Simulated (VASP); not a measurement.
Here is the system:

```
CELL_PARAMETERS angstrom
      0.00000     1.76000     1.76000
      1.76000     0.00000     1.76000
      1.76000     1.76000     0.00000
ATOMIC_POSITIONS crystal
  Ni 0.00000 0.00000 0.00000
```
Starting moments (μB, in the order of the record's atoms Ni): 0.8.

These are rev-vdW-DF2, VASP's PBE PAW potentials (set 64) (plane waves; VASP) values and carry that method's errors. Numerical set-up: 520 eV cut-off, 16×16×16 Γ-centred mesh, first-order Methfessel-Paxton smearing of 0.10 eV, potentials Ni.

Energy and stress use the plane-wave basis of the starting cell.

### Question
The ions, cell shape and volume are relaxed. What does this cell relax into?

### Answer

```
CELL_PARAMETERS angstrom
      0.00000     1.74483     1.74483
      1.74483     0.00000     1.74483
      1.74483     1.74483     0.00000
ATOMIC_POSITIONS crystal
  Ni 0.00000 0.00000 0.00000
```
Space group Fm-3m (225), at a tolerance of 0.03 Å. The cell ends with 0.58 μB, on the sites 0.59 μB.

### Question
How do energy and volume change from the first to the last step?

### Answer
The energy (σ→0) changes by -4.6 meV/atom and the volume by -2.6 %, in 3 ionic steps.

```tsv
step	E(σ→0) (eV)	max force (eV/Å)	pressure (GPa)	volume (Å³)
1	-3.1500	0.000	-5.13	10.90
2	-3.1501	0.000	5.57	10.36
3	-3.1546	0.000	-0.03	10.62
```

The compound is Ni in the fcc structure. This run relaxes it. Symmetry was kept, so distortions that lower it aren't found.
